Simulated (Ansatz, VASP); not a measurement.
# PtS2 in two plane-wave programs, part 2 of 2

Aim: how closely do two programs agree when they are given the same cell, functional and k mesh? The structure shown is the start of the Ansatz relaxation below; VASP solves that cell, so the two are compared at the walk's first step.

VASP 6.6.1 and Ansatz 0.2.0.

So far. Step 3 (VASP: single point, PBE with D3(BJ), start cell, pair 1): The run ends at a pressure of -6.42 GPa, with forces up to 0.22 eV/Å.

## 7. VASP: single point, PBE with D3(BJ), start cell, pair 2

Level of this step: PBE with D3(BJ); plane waves and PAW (S, Pt) (VASP).

The same cell, functional, mesh and smearing now go to VASP, with its own data sets.

Input file INCAR:

```
SYSTEM = PtS2
PREC = Accurate
ENCUT = 400
EDIFF = 1E-06
NELM = 120
ISMEAR = 0
SIGMA = 0.01
LREAL = .FALSE.
ALGO = Normal
GGA = PE
IVDW = 12
NBANDS = 17
LASPH = .TRUE.
LORBIT = 11
LWAVE = .FALSE.
LCHARG = .FALSE.
ISIF = 2
GGA_COMPAT = .FALSE.
KPAR = 2
```

Input file POSCAR:

```
PtS2
1.0
    3.7264090000      0.0000000000      0.0000000000
   -1.8632050000      3.2271650000      0.0000000000
    0.0000000000      0.0000000000      4.4744800000
S Pt
2 1
Direct
    0.3333333333      0.6666666667      0.2569402478
    0.6666666667      0.3333333333      0.7430597522
    0.0000000000      0.0000000000      0.0000000000
```

Input file KPOINTS:

```
Automatic mesh
0
Gamma
12 12 8
0 0 0
```

The projector-augmented-wave data sets are S and Pt (PBE family, release 64).

The run is started by

```sh
mpirun -np 2 vasp_std
```

Numbers of over 12 decimals in the logs are rounded to 6 here.

Log:

```text
[... set-up lines as in an earlier step ...]
 entering main loop
       N       E                     dE             d eps       ncg     rms          rms(c)
DAV:   1     0.882123788485E+02    0.88212E+02   -0.90023E+03  4694   0.927E+02
DAV:   2    -0.127158167751E+02   -0.10093E+03   -0.97913E+02  5634   0.200E+02
DAV:   3    -0.164811732401E+02   -0.37654E+01   -0.37156E+01  5568   0.403E+01
DAV:   4    -0.165177322208E+02   -0.36559E-01   -0.36543E-01  6032   0.441E+00
[...]
DAV:  11    -0.152316080636E+02   -0.47758E-04   -0.65065E-05  5898   0.661E-02    0.353E-02
DAV:  12    -0.152316112193E+02   -0.31557E-05   -0.10817E-05  5341   0.277E-02    0.809E-03
DAV:  13    -0.152316115026E+02   -0.28338E-06   -0.15852E-06  4703   0.115E-02
   1 F= -.16536872E+02 E0= -.16536849E+02  d E =-.454528E-04
```

Parts of OUTCAR (step 7):

```text
 Edisp (eV)   -1.30526

  Total      -3.60664    -3.60664    -0.58894     0.00000     0.00000     0.00000
  in kB    -107.38884  -107.38885   -17.53601     0.00002     0.00000     0.00000
  external pressure =      -77.44 kB  Pullay stress =        0.00 kB

 POSITION                                       TOTAL-FORCE (eV/Angst)
 -----------------------------------------------------------------------------------
     -0.00000      2.15144      1.14967         0.000000      0.000000     -0.206646
      1.86320      1.07572      3.32481        -0.000000     -0.000000      0.206646
      0.00000      0.00000      0.00000         0.000000      0.000000      0.000000
 -----------------------------------------------------------------------------------
    total drift:                                0.000000      0.000000     -0.000000

  FREE ENERGIE OF THE ION-ELECTRON SYSTEM (eV)
  ---------------------------------------------------
  free  energy   TOTEN  =       -16.5368721955 eV

  energy  without entropy=      -16.5368267427  energy(sigma->0) =      -16.53684947

[... 1 part as in an earlier step ...]

[... 2 further parts left out ...]
[key lines of the parts left out:]
E-fermi :   7.2597
```

The run ends at a pressure of -7.74 GPa, with forces up to 0.21 eV/Å.

## 8. Comparison

What differs besides the data sets and the points named for the pairs above, as far as they apply: the data sets hold 30 valence electrons in Ansatz (on its PAW soft_1 files) and 22 in VASP. Total energies have different zeros and are not compared.

Forces (eV/Å; atoms numbered as in POSCAR):

| atom | Ansatz x, y, z | VASP x, y, z |
| --- | --- | --- |
| S1 | 0.000, 0.000, -0.175 | 0.000, 0.000, -0.207 |
| S2 | 0.000, 0.000, 0.175 | 0.000, 0.000, 0.207 |
| Pt3 | 0.000, 0.000, 0.000 | 0.000, 0.000, 0.000 |

The forces differ by 15 meV/Å r.m.s., which is 15.4 % of the r.m.s. force of 0.097 eV/Å (both taken over all components).

## 9. Ansatz: relaxation, PBE with D3(BJ)

The two programs are compared at the cell with which this relaxation starts, whose forces are those of its first step. The cell compared in this pair holds 52.37 Å³, against 53.81 Å³ for the pair before.

The structure compared here is the start of the Ansatz relaxation; VASP solves that cell, so the two are compared at the walk's first step.

Input file input.yaml:

```yaml
crystal:
  lattice:
    - [3.5830859634, 0.0, 0.0]
    - [-1.7915429817, 3.1030434682, 0.0]
    - [0.0, 0.0, 4.7105419995]
  atoms:
    - { symbol: S, position: [0.3333333333, 0.6666666667, 0.2586451416] }
    - { symbol: S, position: [0.6666666667, 0.3333333333, 0.7413548584] }
    - { symbol: Pt, position: [0.0, 0.0, 0.0] }
kpoints:
  mp_grid: { grid: [12, 12, 8] }
hamiltonian:
  xc: pbe
  dispersion: d3bj
  pseudopotentials: { kind: paw, azcp: { folder: soft_1 } }
scf:
  occupations: { method: gaussian, width: 0.01 }
output:
  forces: true
  stress: true
  eigenvalues: true
relax:
  adjacent_minimum: "off"
  f_tol: 0.001
  max_steps: 60
  cell: { stress_tol: 0.01, fix: [c, angles] }
```

The run is started by

```sh
ansatz run input.yaml --threads 4 --pin off --max-ram 10240MiB --backend cpu --events-out ev --progress --plain --runs-dir out
```

Log:

```text
[...]
--- Relaxed structure (4 steps of the walk, 4 accepted, 1 SCFs on fresh bases) ---
[...]
cell:  # Å, volume = 52.2656 Å³
    - [3.579377, -1.232322488622219e-19, 0]
    - [-1.789688, 3.099831, 0]
    - [0, 0, 4.7105419995]
  atoms:
    - { symbol: S, position: [0.333333, 0.666667, 0.256837] }
    - { symbol: S, position: [0.666667, 0.333333, 0.743163] }
    - { symbol: Pt, position: [0, 0, 0.0] }
[key lines of the parts left out:]
SCF converged after 7 iterations
Free energy (F): -14331.159004 eV
Fermi energy:    12.351585 eV
P = ⅓ Tr σ = -0.1080 GPa (-1.080 kbar)
```

## 10. VASP: single point, PBE with D3(BJ), start cell, pair 3

The same cell, functional, mesh and smearing now go to VASP, with its own data sets.

INCAR, as its differences from that of step 7:

```diff
@@ -18,2 +18,3 @@
 GGA_COMPAT = .FALSE.
+EFERMI = MIDGAP
 KPAR = 2
```

Input file POSCAR:

```
PtS2
1.0
    3.5830860000      0.0000000000      0.0000000000
   -1.7915430000      3.1030430000      0.0000000000
    0.0000000000      0.0000000000      4.7105420000
S Pt
2 1
Direct
    0.3333333333      0.6666666667      0.2586451835
    0.6666666667      0.3333333333      0.7413548165
    0.0000000000      0.0000000000      0.0000000000
```

KPOINTS is that of step 7.

The run is started by

```sh
mpirun -np 2 vasp_std
```

Log:

```text
[... set-up lines as in an earlier step ...]
 entering main loop
       N       E                     dE             d eps       ncg     rms          rms(c)
DAV:   1     0.905873177912E+02    0.90587E+02   -0.90848E+03  4694   0.930E+02
DAV:   2    -0.128117271880E+02   -0.10340E+03   -0.10051E+03  5672   0.204E+02
DAV:   3    -0.165840312100E+02   -0.37723E+01   -0.37509E+01  5530   0.407E+01
DAV:   4    -0.166195679693E+02   -0.35537E-01   -0.35520E-01  6117   0.438E+00
[...]
DAV:  12    -0.153272031293E+02   -0.26970E-05   -0.83679E-06  5666   0.260E-02    0.892E-03
DAV:  13    -0.153272041863E+02   -0.10570E-05   -0.88024E-07  4237   0.714E-03    0.383E-03
DAV:  14    -0.153272043201E+02   -0.13379E-06   -0.19975E-07  2628   0.338E-03
   1 F= -.16667007E+02 E0= -.16667007E+02  d E =-.735534E-16
```

Parts of OUTCAR (step 10):

```text
 Edisp (eV)   -1.33980

  Total      -0.48539    -0.48539    -0.49307     0.00000     0.00000     0.00000
  in kB     -14.84856   -14.84856   -15.08342     0.00000     0.00000     0.00000
  external pressure =      -14.93 kB  Pullay stress =        0.00 kB

 POSITION                                       TOTAL-FORCE (eV/Angst)
 -----------------------------------------------------------------------------------
     -0.00000      2.06870      1.21836        -0.000000     -0.000000     -0.170806
      1.79154      1.03435      3.49218        -0.000000      0.000000      0.170806
      0.00000      0.00000      0.00000         0.000000      0.000000      0.000000
 -----------------------------------------------------------------------------------
    total drift:                               -0.000000      0.000000     -0.000000

  FREE ENERGIE OF THE ION-ELECTRON SYSTEM (eV)
  ---------------------------------------------------
  free  energy   TOTEN  =       -16.6670069063 eV

  energy  without entropy=      -16.6670069063  energy(sigma->0) =      -16.66700691

[... 1 part as in an earlier step ...]

[... 2 further parts left out ...]
[key lines of the parts left out:]
E-fermi :   7.8762
```

The run ends at a pressure of -1.49 GPa, with forces up to 0.17 eV/Å.

## 11. Differences

What differs besides the data sets and the points named for the pairs above, as far as they apply: the data sets hold 30 valence electrons in Ansatz (on its PAW soft_1 files) and 22 in VASP. Total energies have different zeros and are not compared.

Forces (eV/Å; atoms numbered as in POSCAR):

| atom | Ansatz x, y, z | VASP x, y, z |
| --- | --- | --- |
| S1 | 0.000, 0.000, -0.131 | 0.000, 0.000, -0.171 |
| S2 | 0.000, 0.000, 0.131 | 0.000, 0.000, 0.171 |
| Pt3 | 0.000, 0.000, 0.000 | 0.000, 0.000, 0.000 |

The forces differ by 19 meV/Å r.m.s., which is 23.2 % of the r.m.s. force of 0.081 eV/Å (both taken over all components).

## 12. Results

```json
{
  "r.m.s. force difference (single point, PBE with D3(BJ), start cell, pair 1)": "15 meV/Å",
  "r.m.s. force difference (single point, PBE with D3(BJ), start cell, pair 2)": "15 meV/Å",
  "r.m.s. force difference (single point, PBE with D3(BJ), start cell, pair 3)": "19 meV/Å"
}
```

The r.m.s. force difference is 19 meV/Å (single point, PBE with D3(BJ), start cell, pair 3), beyond the 12 meV/Å picked in this series as the mark of a large difference. The data sets hold unlike numbers of valence electrons (30 in Ansatz and 22 in VASP), so part of the differences comes from the potentials. Single point, PBE with D3(BJ), start cell, pair 1, VASP with the data sets S and Pt_sv_GW and a cutoff of 430 eV: r.m.s. force difference goes from 15 to 5.7 meV/Å. What causes the difference of the single point, PBE with D3(BJ), start cell, pair 2 pair stays open here. What causes the difference of the single point, PBE with D3(BJ), start cell, pair 3 pair stays open here. 10 further runs of this series are not shown here. Such differences can come from data sets, numerical settings and the points named under the comparisons, not from the functional's error against experiment.

[Lines on the potential files, build, host, timing and source positions are cut from VASP's logs without a mark.]

[Logs are printed without paths, hosts, clocks, repeated set-up lines and the standing remarks that a program may print on its own settings, such as how far it seeks lower states.]

[Hosts, paths, dates, database ids (printed as entryN), source tags and the programs' standing remarks are cut or masked in the printed files.]
